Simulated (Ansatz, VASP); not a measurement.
# NaCaF3 in two plane-wave programs, part 2 of 2

One calculation is typed for both programs; each brings its own data sets. How far apart do they land? The cell is generated by rule, not measured, and may not be a known phase. Of the first pair: The cell is taken from a series of runs on this material, whose earlier steps may have relaxed, scaled, displaced or heated it; both programs get it as it stands.

VASP 6.6.1 and Ansatz 0.2.0.

So far: The structure; VASP: relaxation of cell and atoms, PBE with D3(BJ), pair 1; Ansatz: relaxation of cell and atoms, PBE with D3(BJ), pair 1; Side by side.

## (5) VASP: relaxation of cell and atoms, PBE with D3(BJ), pair 2

Level of this step: PBE with D3(BJ); plane waves and PAW (Na_pv, Ca_sv, F); invented cell (VASP).

The relaxed volume is the usual yardstick between codes: in a stiff, nearly cubic crystal its relative difference is about their pressure difference at one cell divided by the bulk modulus.

INCAR reads:

```
SYSTEM = NaCaF3
PREC = Accurate
ENCUT = 600
EDIFF = 1E-07
NELM = 120
ISMEAR = 0
SIGMA = 0.02
LREAL = .FALSE.
ALGO = Normal
GGA = PE
IVDW = 12
NBANDS = 25
LORBIT = 11
LWAVE = .FALSE.
LCHARG = .FALSE.
ISIF = 3
IBRION = 2
NSW = 80
EDIFFG = -0.005
LASPH = .TRUE.
GGA_COMPAT = .FALSE.
NELMIN = 4
EFERMI = MIDGAP
KPAR = 2
```

POSCAR reads:

```
NaCaF3
1.0
    4.3927920000      0.0000000000      0.0000000000
    0.0000000000      4.3927920000      0.0000000000
    0.0000000000      0.0000000000      4.3927920000
Na Ca F
1 1 3
Direct
    0.0000000000      0.0000000000      0.0000000000
    0.5000000000      0.5000000000      0.5000000000
    0.0000000000      0.5000000000      0.5000000000
    0.5000000000      0.0000000000      0.5000000000
    0.5000000000      0.5000000000      0.0000000000
```

KPOINTS reads:

```
Automatic mesh
0
Gamma
6 6 6
0 0 0
```

PAW data sets: Na_pv, Ca_sv and F (PBE family, release 64).

On the command line:

```
> mpirun -np 2 vasp_std
```

Numbers of over 12 decimals in the logs are rounded to 6 here.

The program printed:

```text
[... set-up lines as in an earlier step ...]
 entering main loop
       N       E                     dE             d eps       ncg     rms          rms(c)
DAV:   1     0.455459688364E+03    0.45546E+03   -0.21639E+04  1024   0.175E+03
DAV:   2     0.145842576696E+02   -0.44088E+03   -0.42592E+03  1206   0.471E+02
DAV:   3    -0.256913016689E+02   -0.40276E+02   -0.40127E+02  1102   0.151E+02
DAV:   4    -0.281476274068E+02   -0.24563E+01   -0.24529E+01  1909   0.284E+01
[...]
DAV:  13    -0.249841977432E+02    0.56064E-07   -0.29013E-06  1285   0.172E-02    0.384E-03
DAV:  14    -0.249841974101E+02    0.33309E-06   -0.14477E-06  1164   0.832E-03    0.637E-04
DAV:  15    -0.249841974035E+02    0.65766E-08   -0.10908E-07   798   0.240E-03
   1 F= -.25611397E+02 E0= -.25611397E+02  d E =-.256114E+02
[...]
N       E                     dE             d eps       ncg     rms          rms(c)
DAV:   1    -0.249961379114E+02   -0.11941E-01   -0.18319E-01  1170   0.410E+00    0.719E-01
DAV:   2    -0.249884260284E+02    0.77119E-02   -0.36879E-02  1028   0.134E+00    0.181E-01
DAV:   3    -0.249877956601E+02    0.63037E-03   -0.14787E-03  1297   0.423E-01    0.943E-02
DAV:   4    -0.249876184987E+02    0.17716E-03   -0.84771E-04  1748   0.229E-01    0.297E-02
DAV:   5    -0.249876202452E+02   -0.17465E-05   -0.48570E-05  1264   0.448E-02    0.274E-02
DAV:   6    -0.249876174638E+02    0.27814E-05   -0.14140E-05  1304   0.387E-02    0.601E-03
DAV:   7    -0.249876143611E+02    0.31027E-05   -0.83286E-06  1505   0.265E-02    0.802E-03
DAV:   8    -0.249876144196E+02   -0.58512E-07   -0.45454E-07  1076   0.436E-03
   2 F= -.25611873E+02 E0= -.25611873E+02  d E =-.476004E-03
 trial-energy change:   -0.000476  1 .order   -0.000451   -0.000810   -0.000091
 step:   1.1028(harm=  1.1267)  dis= 0.00000  next Energy=   -25.611878 (dE=-0.481E-03)
 reached required accuracy - stopping structural energy minimisation
```

From OUTCAR (step 5):

```text
 Edisp (eV)   -0.62720

 Edisp (eV)   -0.62426

  Total       0.01881     0.01881     0.01881    -0.00000    -0.00000    -0.00000
  in kB       0.35391     0.35391     0.35391    -0.00000    -0.00000    -0.00000
  external pressure =        0.35 kB  Pullay stress =        0.00 kB

 POSITION                                       TOTAL-FORCE (eV/Angst)
 -----------------------------------------------------------------------------------
      0.00000      0.00000      0.00000        -0.000000     -0.000000      0.000000
      2.19994      2.19994      2.19994         0.000000      0.000000      0.000000
      0.00000      2.19994      2.19994        -0.000000      0.000000      0.000000
      2.19994      0.00000      2.19994         0.000000      0.000000      0.000000
      2.19994      2.19994     -0.00000        -0.000000     -0.000000      0.000000
 -----------------------------------------------------------------------------------
    total drift:                                0.000000      0.000000      0.000000

  FREE ENERGIE OF THE ION-ELECTRON SYSTEM (eV)
  ---------------------------------------------------
  free  energy   TOTEN  =       -25.6118734857 eV

  energy  without entropy=      -25.6118734857  energy(sigma->0) =      -25.61187349

[... 2 parts as in an earlier step ...]

[... 2 further parts left out ...]
[key lines of the parts left out:]
E-fermi :  -0.0326
```

## (6) Ansatz: relaxation of cell and atoms, PBE with D3(BJ), pair 2

The same cell, functional, mesh and smearing now go to Ansatz, which takes its cutoff from its data sets.

The cell is taken from a series of runs on this material, whose earlier steps may have relaxed, scaled, displaced or heated it; both programs get it as it stands.

input.yaml reads:

```yaml
crystal:
  lattice:
    - [4.3927916309, 0.0, 0.0]
    - [0.0, 4.3927916309, 0.0]
    - [0.0, 0.0, 4.3927916309]
  atoms:
    - { symbol: Na, position: [0.0, 0.0, 0.0] }
    - { symbol: Ca, position: [0.5, 0.5, 0.5] }
    - { symbol: F, position: [0.0, 0.5, 0.5] }
    - { symbol: F, position: [0.5, 0.0, 0.5] }
    - { symbol: F, position: [0.5, 0.5, 0.0] }
kpoints:
  mp_grid: { grid: [6, 6, 6] }
hamiltonian:
  xc: pbe
  dispersion: d3bj
scf:
  occupations: { method: gaussian, width: 0.02 }
output:
  forces: true
  stress: true
  eigenvalues: true
relax:
  adjacent_minimum: "off"
  f_tol: 0.005
  max_steps: 80
  cell: { stress_tol: 0.05 }
```

On the command line:

```
> ansatz run input.yaml --threads 4 --pin off --max-ram 7168MiB --backend cpu --events-out ev --progress --plain --runs-dir out
```

The program printed:

```text
[...]
Crystal: 5 atoms, lattice volume = 84.766 Å³
Basis set: ecut = 420 eV, 1647 PW (Γ), exchange–correlation on 60×60×60 points (8 copies of the dense FFT grid, shifted against one another)
Bands: 25, of which v1, the nominal top of the filled ones, is band 20 counted from 1 (19 counted from 0)
Symmetry: 48 space group operations
[...]
k-points: 20 of 216
[...]
--- Relaxed structure (3 steps of the walk, 3 accepted, 2 SCFs on fresh bases) ---
[...]
cell:  # Å, volume = 85.0553 Å³
    - [4.397783, 0, 0]
    - [0, 4.397783, 0.0]
    - [0, 0.0, 4.397783]
  atoms:
    - { symbol: Na, position: [0, 0, 0] }
    - { symbol: Ca, position: [0.5, 0.5, 0.5] }
    - { symbol: F, position: [0, 0.5, 0.5] }
    - { symbol: F, position: [0.5, 0, 0.5] }
    - { symbol: F, position: [0.5, 0.5, 0] }
[key lines of the parts left out:]
SCF converged after 6 iterations
Free energy (F): -5736.963345 eV
Fermi energy:    2.949848 eV
P = ⅓ Tr σ = 0.0056 GPa (0.056 kbar)
```

## (7) Side by side

What differs besides the data sets and the points named for the pairs above, as far as they apply: the data sets hold 40 valence electrons in Ansatz (on its default PAW (the set named soft_2) files) and 38 in VASP. Total energies have different zeros and are not compared.

Both answers:

```tsv
quantity	Ansatz	VASP	difference
volume (Å³)	85.06	85.18	-0.14 %
edge a after relaxation, in the typed setting (Å)	4.398	4.400	-0.05 %
```

## (8) VASP: relaxation of cell and atoms, PBE with D3(BJ), pair 3

The relaxed volume is the usual yardstick between codes: in a stiff, nearly cubic crystal its relative difference is about their pressure difference at one cell divided by the bulk modulus. Its start cell is another than that of the pair before, and may be another structure of the material.

Edit INCAR of step 5 so:

```diff
@@ -6,3 +6,3 @@
 ISMEAR = 0
-SIGMA = 0.02
+SIGMA = 0.1
 LREAL = .FALSE.
```

Edit POSCAR of step 5 so:

```diff
@@ -2,5 +2,5 @@
 1.0
-    4.3927920000      0.0000000000      0.0000000000
-    0.0000000000      4.3927920000      0.0000000000
-    0.0000000000      0.0000000000      4.3927920000
+    4.3622152169      0.0000000000      0.0000000000
+    0.0000000000      4.3622152169      0.0000000000
+    0.0000000000      0.0000000000      4.3622152169
 Na Ca F
```

KPOINTS is that of step 5.

On the command line:

```
> mpirun -np 2 vasp_std
```

The program printed:

```text
[... set-up lines as in an earlier step ...]
 entering main loop
       N       E                     dE             d eps       ncg     rms          rms(c)
DAV:   1     0.468221369709E+03    0.46822E+03   -0.21967E+04  1008   0.177E+03
DAV:   2     0.142488268885E+02   -0.45397E+03   -0.43763E+03  1206   0.485E+02
DAV:   3    -0.255593185119E+02   -0.39808E+02   -0.39674E+02  1058   0.152E+02
DAV:   4    -0.281213172155E+02   -0.25620E+01   -0.25580E+01  1973   0.290E+01
[...]
DAV:  13    -0.249578802189E+02   -0.53989E-06   -0.24942E-06  1350   0.154E-02    0.323E-03
DAV:  14    -0.249578799939E+02    0.22506E-06   -0.10965E-06  1196   0.760E-03    0.639E-04
DAV:  15    -0.249578799972E+02   -0.33820E-08   -0.85788E-08   782   0.216E-03
   1 F= -.25597985E+02 E0= -.25597985E+02  d E =-.255980E+02
[...]
N       E                     dE             d eps       ncg     rms          rms(c)
DAV:   1    -0.251600371656E+02   -0.20216E+00   -0.38683E+00  1178   0.190E+01    0.328E+00
[...]
DAV:  14    -0.249816596172E+02    0.69153E-08   -0.40595E-08   577   0.185E-03
   2 F= -.25608061E+02 E0= -.25608061E+02  d E =-.100760E-01
 trial-energy change:   -0.010076  1 .order   -0.010179   -0.017258   -0.003101
 step:   1.2315(harm=  1.2190)  dis= 0.00000  next Energy=   -25.608418 (dE=-0.104E-01)
[...]
N       E                     dE             d eps       ncg     rms          rms(c)
DAV:   1    -0.249947225145E+02   -0.13063E-01   -0.20612E-01  1169   0.435E+00    0.762E-01
DAV:   2    -0.249860451326E+02    0.86774E-02   -0.41502E-02  1022   0.142E+00    0.191E-01
DAV:   3    -0.249853359994E+02    0.70913E-03   -0.16617E-03  1295   0.449E-01    0.100E-01
DAV:   4    -0.249851368335E+02    0.19917E-03   -0.95113E-04  1729   0.242E-01    0.314E-02
DAV:   5    -0.249851390322E+02   -0.21987E-05   -0.56444E-05  1258   0.478E-02    0.290E-02
DAV:   6    -0.249851366729E+02    0.23593E-05   -0.15424E-05  1332   0.397E-02    0.698E-03
DAV:   7    -0.249851329730E+02    0.36999E-05   -0.10135E-05  1459   0.296E-02    0.871E-03
DAV:   8    -0.249851330289E+02   -0.55871E-07   -0.63884E-07  1096   0.515E-03
   3 F= -.25608420E+02 E0= -.25608420E+02  d E =-.104356E-01
[...]
reached required accuracy - stopping structural energy minimisation
```

Parts of OUTCAR (step 8):

```text
 Edisp (eV)   -0.62640

 Edisp (eV)   -0.62329

  Total      -0.01176    -0.01176    -0.01176    -0.00000     0.00000     0.00000
  in kB      -0.22089    -0.22089    -0.22089    -0.00000     0.00000     0.00000
  external pressure =       -0.22 kB  Pullay stress =        0.00 kB

 POSITION                                       TOTAL-FORCE (eV/Angst)
 -----------------------------------------------------------------------------------
      0.00000      0.00000      0.00000        -0.000000      0.000000      0.000000
      2.20112      2.20112      2.20112        -0.000000     -0.000000      0.000000
     -0.00000      2.20112      2.20112         0.000000     -0.000000      0.000000
      2.20112      0.00000      2.20112        -0.000000     -0.000000      0.000000
      2.20112      2.20112     -0.00000         0.000000      0.000000      0.000000
 -----------------------------------------------------------------------------------
    total drift:                                0.000000      0.000000      0.000000

  FREE ENERGIE OF THE ION-ELECTRON SYSTEM (eV)
  ---------------------------------------------------
  free  energy   TOTEN  =       -25.6084201083 eV

  energy  without entropy=      -25.6084201083  energy(sigma->0) =      -25.60842011

[... 2 parts as in an earlier step ...]

[... 2 further parts left out ...]
[key lines of the parts left out:]
E-fermi :  -0.0401
```

## (9) Ansatz: relaxation of cell and atoms, PBE with D3(BJ), pair 3

Its own start cell and the same functional, mesh and smearing now go to Ansatz, which takes its cutoff from its data sets.

The two relaxations start from unlike cells of this crystal, so only their ends are compared.

input.yaml, the sections that differ from step 6:

```yaml
crystal:
  lattice:
    - [3.788, 0.0, 0.0]
    - [0.0, 3.788, 0.0]
    - [0.0, 0.0, 3.788]
  atoms:
    - { symbol: Na, position: [0.0, 0.0, 0.0] }
    - { symbol: Ca, position: [0.5, 0.5, 0.5] }
    - { symbol: F, position: [0.0, 0.5, 0.5] }
    - { symbol: F, position: [0.5, 0.0, 0.5] }
    - { symbol: F, position: [0.5, 0.5, 0.0] }
scf:
  occupations: { method: gaussian, width: 0.1 }
relax:
  adjacent_minimum: "off"
  f_tol: 0.05
  max_steps: 80
  cell: { stress_tol: 0.5 }
# kpoints, hamiltonian, output: as in step 6
```

On the command line:

```
> ansatz run input.yaml --threads 4 --pin off --max-ram 7168MiB --backend cpu --events-out ev --progress --plain --runs-dir out
```

The program printed:

```text
[...]
Crystal: 5 atoms, lattice volume = 54.354 Å³
Basis set: ecut = 420 eV, 1045 PW (Γ), exchange–correlation on 54×54×54 points (8 copies of the dense FFT grid, shifted against one another)
Bands: 25, of which v1, the nominal top of the filled ones, is band 20 counted from 1 (19 counted from 0)
Symmetry: 48 space group operations
[...]
k-points: 20 of 216
[...]
--- Relaxed structure (8 steps of the walk, 8 accepted, 3 SCFs on fresh bases) ---
[...]
cell:  # Å, volume = 84.7660 Å³
    - [4.392792, 0, 0]
    - [0, 4.392792, 0]
    - [0, 0, 4.392792]
  atoms:
    - { symbol: Na, position: [0, 0, 0] }
    - { symbol: Ca, position: [0.5, 0.5, 0.5] }
    - { symbol: F, position: [0, 0.5, 0.5] }
    - { symbol: F, position: [0.5, 0, 0.5] }
    - { symbol: F, position: [0.5, 0.5, 0] }
[key lines of the parts left out:]
SCF converged after 5 iterations
Free energy (F): -5736.963249 eV
Fermi energy:    2.978183 eV
P = ⅓ Tr σ = 0.1816 GPa (1.816 kbar)
```

## (10) Differences

What differs besides the data sets and the points named for the pairs above, as far as they apply: the data sets hold 40 valence electrons in Ansatz (on its default PAW (the set named soft_2) files) and 38 in VASP. Total energies have different zeros and are not compared.

Compared:

```tsv
quantity	Ansatz	VASP	difference
volume (Å³)	84.77	85.31	-0.64 %
edge a after relaxation, in the typed setting (Å)	4.393	4.402	-0.21 %
```

## (11) What came out

```
difference in volume (relaxation of cell and atoms, PBE with D3(BJ), pair 1) : -0.21 %
difference in volume (relaxation of cell and atoms, PBE with D3(BJ), pair 2) : -0.14 %
difference in volume (relaxation of cell and atoms, PBE with D3(BJ), pair 3) : -0.64 %
```

The difference in volume is -0.64 % (relaxation of cell and atoms, PBE with D3(BJ), pair 3), within the 1.2 % picked in this series as the mark of a large difference, as far as the stopping tolerances let one tell. The data sets hold unlike numbers of valence electrons (40 in Ansatz and 38 in VASP), so part of the differences comes from the potentials. How closely two codes agree says nothing of how well the functional describes the real material.

[Lines on the potential files, build, host, timing and source positions are cut from VASP's logs without a mark.]

[Logs are printed without paths, hosts, clocks, repeated set-up lines and the standing remarks that a program may print on its own settings, such as how far it seeks lower states.]

[Hosts, paths, dates, database ids (printed as entryN), source tags and the programs' standing remarks are cut or masked in the printed files.]
